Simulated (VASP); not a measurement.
Given:

```
NaI
1.0
    0.00000     3.19801     3.19801
    3.19801     0.00000     3.19801
    3.19801     3.19801     0.00000
Na I
1 1
Direct
  0.00000   0.00000   0.00000
  0.50000   0.50000   0.50000
```

These are PBEsol GGA, VASP's PBE PAW potentials (set 64) (plane waves; VASP) values and carry that method's errors. Settings: 530 eV cut-off, 7×7×7 Γ-centred mesh, Gaussian smearing of 0.050 eV, potentials Na_pv I.

### Question
Give the elastic stiffness tensor with the ions relaxed (GPa, in the frame of the cell).

### Answer

```json
[
 {"": "xx", "xx": "37.1", "yy": "7.7", "zz": "7.7", "yz": "0.0", "xz": "0.0", "xy": "0.0"},
 {"": "yy", "xx": "7.7", "yy": "37.1", "zz": "7.7", "yz": "0.0", "xz": "0.0", "xy": "0.0"},
 {"": "zz", "xx": "7.7", "yy": "7.7", "zz": "37.1", "yz": "0.0", "xz": "0.0", "xy": "0.0"},
 {"": "yz", "xx": "0.0", "yy": "0.0", "zz": "0.0", "yz": "6.8", "xz": "0.0", "xy": "0.0"},
 {"": "xz", "xx": "0.0", "yy": "0.0", "zz": "0.0", "yz": "0.0", "xz": "6.8", "xy": "0.0"},
 {"": "xy", "xx": "0.0", "yy": "0.0", "zz": "0.0", "yz": "0.0", "xz": "0.0", "xy": "6.8"}
]
```

### Question
Estimate the Hill bulk modulus, Hill shear modulus, Young's modulus, Poisson's ratio.

### Answer

```json
{
 "hill_bulk_modulus": "17.5 GPa",
 "hill_shear_modulus": "9.3 GPa",
 "Young's modulus": "238 kbar",
 "Poisson's ratio": "0.273"
}
```

The compound is NaI in the rock salt structure. It was relaxed first.
